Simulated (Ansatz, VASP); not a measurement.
K3AlO2 in VASP and in Ansatz

Contents of INCAR:

```
SYSTEM = K3AlO2
PREC = Accurate
ENCUT = 600
EDIFF = 1E-6
ISMEAR = 0
SIGMA = 0.1
LREAL = .False.
LASPH = .True.
NELM = 60
ALGO = Normal
ISIF = 3
LWAVE = .False.
LCHARG = .False.
GGA = PE
IBRION = 2
NSW = 90
EDIFFG = -0.04
```

Contents of KPOINTS:

```
Automatic mesh
0
Gamma
  3 3 3
  0 0 0
```

POSCAR

```
K3AlO2
1.0
    3.2952719300      1.9025261400      3.6659058000
   -3.2952719300      1.9025261400      3.6659058000
    0.0000000000     -3.8050522700      3.6659058000
K Al O
3 1 2
Direct
    0.0000000000      0.0000000000      0.5000000000
    0.5000000000      0.0000000000      0.0000000000
    0.0000000000      0.5000000000      0.0000000000
    0.5000000000      0.5000000000      0.5000000000
    0.2756678600      0.2756678600      0.2756678600
    0.7243321400      0.7243321400      0.7243321400
```

Input for Ansatz:

```yaml
crystal:
  lattice:
    - [3.29527193, 1.90252614, 3.6659058]
    - [-3.29527193, 1.90252614, 3.6659058]
    - [0.0, -3.80505227, 3.6659058]
  atoms:
    - { symbol: K, position: [0.0, 0.0, 0.5] }
    - { symbol: K, position: [0.5, 0.0, 0.0] }
    - { symbol: K, position: [0.0, 0.5, 0.0] }
    - { symbol: Al, position: [0.5, 0.5, 0.5] }
    - { symbol: O, position: [0.27566786, 0.27566786, 0.27566786] }
    - { symbol: O, position: [0.72433214, 0.72433214, 0.72433214] }
basis:
  ecutwfc: 420
kpoints:
  mp_grid: { grid: [3, 3, 3] }
hamiltonian:
  xc: pbe
scf:
  occupations: { method: gaussian, width: 0.1 }
  lower_state_search: "off"
output:
  forces: true
  stress: true
  eigenvalues: true
relax:
  adjacent_minimum: "off"
  f_tol: 0.04
  max_steps: 70
  cell: { stress_tol: 0.4 }
```

Alike in both runs: task relaxation of cell and atoms; functional PBE; k mesh 3 × 3 × 3; occupations gaussian, width 0.1 eV; no spin polarisation.

|  | VASP | Ansatz |
| --- | --- | --- |
| version | VASP 6.6.1 | Ansatz 0.2.0 |
| potentials or method | VASP PAW PBE potentials, release 64 (K_sv, Al, O) | scalar-relativistic, plane waves, PAW |
| plane-wave cutoff (eV) | 600 | 420 |
| valence electrons in the cell | 42 | 42 |

|  | VASP | Ansatz | Ansatz less VASP |
| --- | --- | --- | --- |
| gap on the k mesh at the Fermi level, each at its own relaxed structure (eV) | 0.57 | 0.54 | -0.029 |
| relaxed volume (Å³/atom) | 28.76 | 29.54 | +0.789 |
| relaxed cell length with the largest relative difference (Å) | 5.573 | 5.625 | +0.0525 |
| energy change over the relaxation (meV/atom) | -953 | -952 | +1.1 |

Caveats: the volume moved by over 15 % at a fixed basis, so the end points are rough (VASP); an odd mesh through Γ misses points on the zone boundary, where band edges often lie.
